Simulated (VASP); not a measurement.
Level of theory: PBEsol GGA, VASP's PBE PAW potentials (set 64) (plane waves; VASP).

VASP input:

**INCAR**
```
! general
SYSTEM =HgTe
PREC   =Accurate
ENCUT  =400   ! plane-wave cut-off (eV)
LREAL  =F   ! projection in real space or not
LASPH  =T

! electronic loop
EDIFF  =1E-7   ! SCF stop (eV)
NELM   =100   ! most electronic steps
ALGO   =Normal
LMAXMIX=6

! smearing
ISMEAR =-5   ! tetrahedra, Bloechl

! functional
GGA    =PS

! ions
ISIF   =2   ! forces and stress, cell fixed

! output
LWAVE  =F
LCHARG =T
LORBIT =11   ! lm-projected
NEDOS  =601   ! DOS grid

! other
LEFG   =T
```

File KPOINTS:
```
Regular mesh
0
gamma
  6 6 3
0 0 0
```

POSCAR:
```
HgTe
20.4040730
  0.2209351722   0.0000000000   0.0000000000
 -0.1104675861   0.1913354582   0.0000000000
  0.0000000000   0.0000000000   0.5000000087
Hg Te
3 3
Cartesian
  0.0388030106   0.0672087811   0.0000000000
  0.1433291510   0.0000000000   0.1666665029
 -0.0716645755   0.1241266771   0.3333335058
  0.0505140062   0.0874928190   0.2500000044
  0.1199071599   0.0000000000   0.4166665073
  0.1609815923   0.1038426392   0.0833335015
```

POTCAR, in this order: Hg Te (PBE.64 set). Program: vasp_std.

Output of the run:

File OSZICAR:
```
       N       E                     dE             d eps       ncg     rms          rms(c)
DAV:   1     0.310641733634E+03    0.31064E+03   -0.20974E+04  1088   0.121E+03
DAV:   2     0.276182999318E+01   -0.30788E+03   -0.30231E+03  1232   0.300E+02
DAV:   3    -0.134306554046E+02   -0.16192E+02   -0.16127E+02  1312   0.696E+01
DAV:   4    -0.136245859508E+02   -0.19393E+00   -0.19388E+00  1296   0.713E+00
DAV:   5    -0.136264048459E+02   -0.18189E-02   -0.18188E-02  1344   0.742E-01    0.134E+01
DAV:   6    -0.129083454585E+02    0.71806E+00   -0.21564E+00  1168   0.134E+01    0.105E+01
DAV:   7    -0.128936486084E+02    0.14697E-01   -0.65018E-01  1224   0.381E+00    0.314E+00
DAV:   8    -0.128831006103E+02    0.10548E-01   -0.77474E-02  1136   0.234E+00    0.120E+00
DAV:   9    -0.128828816458E+02    0.21896E-03   -0.70497E-03  1272   0.657E-01    0.273E-01
DAV:  10    -0.128827108557E+02    0.17079E-03   -0.94556E-04  1240   0.264E-01    0.389E-02
DAV:  11    -0.128827235402E+02   -0.12684E-04   -0.19262E-04  1256   0.904E-02    0.672E-02
DAV:  12    -0.128827177889E+02    0.57513E-05   -0.33491E-05  1216   0.475E-02    0.255E-02
DAV:  13    -0.128827190141E+02   -0.12252E-05   -0.78329E-06  1216   0.133E-02    0.487E-02
DAV:  14    -0.128827187348E+02    0.27926E-06   -0.12662E-06  1048   0.441E-03    0.162E-02
DAV:  15    -0.128827188664E+02   -0.13159E-06   -0.42031E-07  1024   0.294E-03    0.110E-03
DAV:  16    -0.128827188769E+02   -0.10485E-07   -0.33377E-08   656   0.984E-04
   1 F= -.12882719E+02 E0= -.12882719E+02  d E =0.000000E+00
```

File OUTCAR:
```
------------------------ aborting loop because EDIFF is reached ----------------------------------------
  FORCE on cell =-STRESS in cart. coord.  units (eV):
  Direction    XX          YY          ZZ          XY          YZ          ZX
  --------------------------------------------------------------------------------------
  Total       -0.0006591     -0.0006591     -0.1254019     -0.0000000     -0.0000000     -0.0000000
  in kB       -0.0058817     -0.0058817     -1.1190097     -0.0000000     -0.0000000     -0.0000000
  external PRESSURE =      -0.3769244 kB  Pullay stress =       0.0000000 kB
  volume of cell :      179.55
      direct lattice vectors                 reciprocal lattice vectors
     4.507977382  0.000000000  0.000000000     0.221828975  0.128073027  0.000000000
    -2.253988691  3.904022656  0.000000000     0.000000000  0.256146055  0.000000000
     0.000000000  0.000000000 10.202036678     0.000000000  0.000000000  0.098019644
 POSITION                                       TOTAL-FORCE (eV/Angst)
 -----------------------------------------------------------------------------------
      0.79174      1.37133      0.00000         0.010352      0.017930     -0.000000
      2.92450      0.00000      3.40068        -0.020704     -0.000000      0.000000
     -1.46225      2.53269      6.80136         0.010352     -0.017930     -0.000000
      1.03069      1.78521      5.10102         0.003850      0.006668     -0.000000
      2.44659      0.00000      8.50169        -0.007699      0.000000     -0.000000
     -1.22330      2.11881      1.70034         0.003850     -0.006668     -0.000000
 -----------------------------------------------------------------------------------
    total drift:                                0.001221     -0.001879      0.000023
  FREE ENERGIE OF THE ION-ELECTRON SYSTEM (eV)
  ---------------------------------------------------
  free  energy   TOTEN  =       -12.8827188769 eV

  energy  without entropy=      -12.8827188769  energy(sigma->0) =      -12.88271888

 total charge

# of ion       s       p       d       tot
------------------------------------------
    1        0.791   0.347   9.335  10.473
    2        0.791   0.347   9.335  10.473
    3        0.791   0.347   9.335  10.473
    4        1.392   1.919   0.033   3.343
    5        1.392   1.919   0.033   3.343
    6        1.392   1.919   0.033   3.343
--------------------------------------------------
tot          6.548   6.797  28.103  41.449
```
(Selected blocks of OUTCAR.)

File OUTCAR:
```
 val. band max:        3.9172080727   @ k =   0.0000   0.0000   0.3333

 cond. band min:       4.3273754071   @ k =   0.0000   0.0000   0.0000


 Fermi energy:         3.9359867354

 k-point     1 :       0.0000    0.0000    0.0000
  band No.  band energies     occupation
      1      -8.3259      2.00000
      2      -7.4043      2.00000
      3      -7.4042      2.00000
      4      -3.4932      2.00000
      5      -3.4932      2.00000
      6      -3.2594      2.00000
      7      -3.2367      2.00000
      8      -3.2367      2.00000
      9      -3.0931      2.00000
     10      -2.9616      2.00000
     11      -2.9615      2.00000
     12      -2.9491      2.00000
     13      -2.7993      2.00000
     14      -2.7992      2.00000
     15      -2.7831      2.00000
     16      -2.7138      2.00000
     17      -2.7138      2.00000
     18      -2.6951      2.00000
     19      -0.8159      2.00000
     20      -0.8159      2.00000
     21       2.2192      2.00000
     22       2.3782      2.00000
     23       2.7503      2.00000
     24       2.7503      2.00000
     25       3.7158      2.00000
     26       3.7307      2.00000
     27       3.7307      2.00000
     28       4.3274      0.00000
     29       6.0286      0.00000
     30       6.0287      0.00000
     31       7.1952      0.00000
     32       7.1952      0.00000

 k-point     2 :       0.1667   -0.0000    0.0000
  band No.  band energies     occupation
      1      -8.1648      2.00000
      2      -7.3713      2.00000
      3      -7.3320      2.00000
      4      -3.5263      2.00000
      5      -3.5094      2.00000
      6      -3.2577      2.00000
      7      -3.1774      2.00000
      8      -3.0940      2.00000
      9      -3.0668      2.00000
     10      -2.9635      2.00000
     11      -2.9478      2.00000
     12      -2.9396      2.00000
     13      -2.8380      2.00000
     14      -2.7970      2.00000
     15      -2.7529      2.00000
     16      -2.6986      2.00000
...
```

Unless said otherwise, spin-orbit coupling is left out, though it shifts the bands of the heavy elements here.

The structure comes from a computed database's HgTe entry (P3_121); how it stands against other phases isn't given here. It was relaxed first, which changed the volume by -8 %.
